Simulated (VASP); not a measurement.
Here is the system:

```
SnZnP2
1.0
   -2.81032     2.81032     5.64048
    2.81032    -2.81032     5.64048
    2.81032     2.81032    -5.64048
Zn Sn P
2 2 4
Direct
  0.75000   0.25000   0.50000
  0.00000   0.00000   0.00000
  0.25000   0.75000   0.50000
  0.50000   0.50000   0.00000
  0.10105   0.12500   0.47605
  0.64895   0.62500   0.52395
  0.37500   0.89895   0.02395
  0.87500   0.35105   0.97605
```

Computed with PBEsol GGA, VASP's PBE PAW potentials (set 64) (plane waves; VASP). Settings: 400 eV cut-off, 6×6×6 Γ-centred mesh, tetrahedra with Blöchl corrections, potentials Zn Sn_d P.

The cores are frozen, which limits the accuracy of field gradients.

Problem. Give the principal components of the electric field gradient (V/Å²) and the asymmetry η at each nucleus.

Solution. 
```csv
atom,Vxx,Vyy,Vzz,η
Zn1,1.7,1.7,-3.5,0.01
Zn2,1.7,1.7,-3.5,0.01
Sn3,-2.3,-2.3,4.6,0.00
Sn4,-2.3,-2.3,4.6,0.00
P5,51.3,11.4,-62.6,0.64
P6,51.3,11.4,-62.6,0.64
P7,51.3,11.4,-62.6,0.64
P8,51.3,11.4,-62.6,0.64
```

The structure was generated: ZnSnP2 was put into the chalcopyrite type (I-42d), which need not be its known phase. It was relaxed first.
